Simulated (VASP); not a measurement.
Consider the following.

```
PtSn2
1.0
    0.00000     3.24309     3.24309
    3.24309     0.00000     3.24309
    3.24309     3.24309     0.00000
Sn Pt
2 1
Direct
  0.75000   0.75000   0.75000
  0.25000   0.25000   0.25000
  0.00000   0.00000   0.00000
```

Level of theory: LDA (Ceperley-Alder, Perdew-Zunger), VASP's LDA PAW potentials (set 64) (plane waves; VASP 6.6.1). Run with 300 eV cut-off, 12×12×12 Γ-centred mesh, Gaussian smearing of 0.27 eV, potentials Sn_d Pt.

At this cut-off the stress carries a Pulay error, which pulls relaxed volumes low. Energy and stress use the plane-wave basis of the starting cell.

Problem. The ions, cell shape and volume are relaxed. Predict the relaxed structure.

Solution. 
```
PtSn2
1.0
    0.00000     3.20082     3.20082
    3.20082     0.00000     3.20082
    3.20082     3.20082     0.00000
Sn Pt
2 1
Direct
  0.75000   0.75000   0.75000
  0.25000   0.25000   0.25000
  0.00000   0.00000   0.00000
```
Space group Fm-3m (225), at a tolerance of 0.03 Å.

Problem. How do energy and volume change from the first to the last step?

Solution. The energy (σ→0) changes by -12.1 meV/atom and the volume by -3.9 %, in 3 ionic steps.

The structure comes from a computed database's Sn2Pt entry; how it stands against other phases isn't given here. This run relaxes it. Symmetry was kept, so distortions that lower it aren't found. The run is one of a series of settings (EDIFFG = -0.01, IBRION = 2, ISIF = 3, NSW = 50 against the base run), some of them coarse on purpose.
